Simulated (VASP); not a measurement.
Consider the following.

```yaml
crystal:
  lattice:
    - [0.00000, 2.39000, 2.39000]
    - [2.39000, 0.00000, 2.39000]
    - [2.39000, 2.39000, 0.00000]
  atoms:
    - { symbol: B, position: [0.00000, 0.00000, 0.00000] }
    - { symbol: As, position: [0.25000, 0.25000, 0.25000] }
```

Calculation: r2SCAN+rVV10, VASP's PBE PAW potentials (set 64) (plane waves; VASP 6.6.1). Numerical set-up: 520 eV cut-off, 11×11×11 Γ-centred mesh, tetrahedra with Blöchl corrections, potentials B As.

Give the energies of bands 2 to 7 at the high-symmetry points, in eV from the valence-band maximum.

```tsv
band	Γ	X	U	L	W
2	0.00	-9.06	-8.67	-9.25	-8.60
3	0.00	-4.31	-6.22	-1.94	-5.74
4	0.00	-4.31	-3.69	-1.94	-5.44
5	3.44	1.58	2.25	2.95	5.65
6	3.44	1.65	5.94	5.04	6.44
7	3.44	12.14	9.78	5.04	7.14
```

The gap is indirect, 1.34 eV, from the valence maximum at Γ to the conduction minimum at Γ-X at 0.78.

Measured: gap 1.82 eV (computed value off by -0.48 eV), as given by Wikipedia, List of semiconductor materials.

The compound is BAs in the zinc blende structure. The cell was not relaxed at this level.
